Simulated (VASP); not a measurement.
Data:

```xyz
1
Lattice="0.0000 1.9579 1.9579 1.9579 0.0000 1.9579 1.9579 1.9579 0.0000" Properties=species:S:1:pos:R:3 pbc="T T T"
Pt     0.0000     0.0000     0.0000
```

These are r2SCAN+rVV10, VASP's PBE PAW potentials (set 64) (plane waves; VASP) values and carry that method's errors. Run with 400 eV cut-off, 14×14×14 Γ-centred mesh, first-order Methfessel-Paxton smearing of 0.10 eV, potentials Pt.

The ions, cell shape and volume are relaxed. Which structure does the run end with?

```xyz
1
Lattice="0.0000 1.9666 1.9666 1.9666 0.0000 1.9666 1.9666 1.9666 0.0000" Properties=species:S:1:pos:R:3 pbc="T T T"
Pt     0.0000     0.0000     0.0000
```
Space group Fm-3m (225), at a tolerance of 0.03 Å.

How do energy and volume change from the first to the last step?

The energy (σ→0) changes by -2.3 meV/atom and the volume by +1.3 %, in 3 ionic steps.

The structure comes from a measured Pt entry (Fm-3m) of the Crystallography Open Database, whose conditions weren't checked. This run relaxes it. Symmetry was kept, so distortions that lower it aren't found.
